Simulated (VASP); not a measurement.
Here is the system:

```xyz
4
Lattice="1.9225 -3.3299 0.0000 1.9225 3.3299 0.0000 0.0000 0.0000 6.2991" Properties=species:S:1:pos:R:3 pbc="T T T"
Zn     1.9225    -1.1100     3.1503
Zn     1.9225     1.1100     0.0007
S      1.9225    -1.1100     5.5110
S      1.9225     1.1100     2.3614
```

Method: PBE GGA, VASP's PBE PAW potentials (set 64) (plane waves; VASP). Run with 400 eV cut-off, 6×6×3 Γ-centred mesh, Gaussian smearing of 0.050 eV, potentials Zn S.

Q: Estimate the energy per atom (σ→0), band gap (on the k-mesh) with the smallest direct gap where there is one.

A: 
```json
{
  "band gap (on the k-mesh)": "2.09 eV",
  "smallest direct gap (on the k-mesh)": "2.09 eV",
  "energy per atom (σ→0)": "-3.421 eV/atom"
}
```

The compound is ZnS in the wurtzite structure, the high-temperature form. It was relaxed first. The start is the result of an earlier pass.
